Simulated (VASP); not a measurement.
Given:

```yaml
crystal:
  lattice:
    - [0.00000, 2.94216, 2.94216]
    - [2.94216, 0.00000, 2.94216]
    - [2.94216, 2.94216, 0.00000]
  atoms:
    - { symbol: Ga, position: [0.00000, 0.00000, 0.00000] }
    - { symbol: Bi, position: [0.50000, 0.50000, 0.50000] }
```

Level of theory: PBEsol GGA, VASP's PBE PAW potentials (set 64) (plane waves; VASP 6.6.1). Settings: 400 eV cut-off, 12×12×12 Γ-centred mesh, tetrahedra with Blöchl corrections, potentials Ga_d Bi_d.

Unless said otherwise, spin-orbit coupling is left out, though it shifts the bands of the heavy elements here.

Task: Estimate the energy per atom (σ→0), band gap (on the k-mesh) with the smallest direct gap where there is one.

Result: 
```json
{
 "band gap (on the k-mesh)": "none (metal, semimetal or under 0.01 eV)",
 "energy per atom (σ→0)": "-3725 meV/atom"
}
```

Total energies compare only between runs with the same potentials, cut-off and functional.

The structure was generated: GaBi was put into the rock salt type (Fm-3m), which need not be its known phase. It was relaxed first.
